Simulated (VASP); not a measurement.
Runs of VASP 6.6.1 on Ga8SbAs7. Symmetry: F-43m, No. 216, cubic system. The conventional cell has a = 11.445 Å, b = 11.445 Å, c = 11.445 Å, α = 90.00°, β = 90.00°, γ = 90.00°. Ga (site symmetry 3m) has 3 As at 2.45 Å and 1 Sb at 2.57 Å as nearest neighbours. Ga (site symmetry 3m) has 4 As at 2.47 to 2.48 Å as nearest neighbours. Sb (site symmetry -43m) is surrounded by 4 Ga at 2.57 Å. Around As (site symmetry 2mm) lie 4 Ga at 2.45 to 2.48 Å. As (site symmetry -43m) has 4 Ga at 2.47 Å as nearest neighbours. The cell was built by a generator and needn't be a form met in nature.

| task | level | spin | cell | k mesh | cutoff (eV) | gap on the mesh (eV) | pressure (GPa) | largest force (eV/Å) |
| --- | --- | --- | --- | --- | --- | --- | --- | --- |
| band structure | TB-mBJ | off | F-43m, 23.43 Å³/atom | 6 × 6 × 6 | 520 | 1.08 | - | - |
| band structure | PBEsol | SOC, no magnetisation | F-43m, 23.43 Å³/atom | 4 × 4 × 4 | 520 | - | 0.1 | 0.02 |
| relaxation of cell and atoms | PBEsol | off | relaxed | 6 × 6 × 6 | 600 | 0.06 | 0.0 | - |
| band structure | PBEsol | off | F-43m, 23.43 Å³/atom | 6 × 6 × 6 | 520 | 0.06 | 0.0 | - |
| band structure | r2SCAN | off | F-43m, 23.43 Å³/atom | 6 × 6 × 6 | 520 | 0.54 | (a) | 0.02 |

Alike in all rows: potentials or basis VASP PAW PBE potentials, release 64 (Ga_d, Sb, As); smearing gaussian 0.03 eV.

Estimate the missing entries.

(a) 0.3.

Caveats: the PAW data sets were made with another functional, which shifts forces and pressure a little; spin-orbit coupling is left out, which moves the levels of the heavy elements (some runs).

A k mesh can miss the band edges, and rows without SOC leave out spin-orbit coupling on As, Ga, Sb.
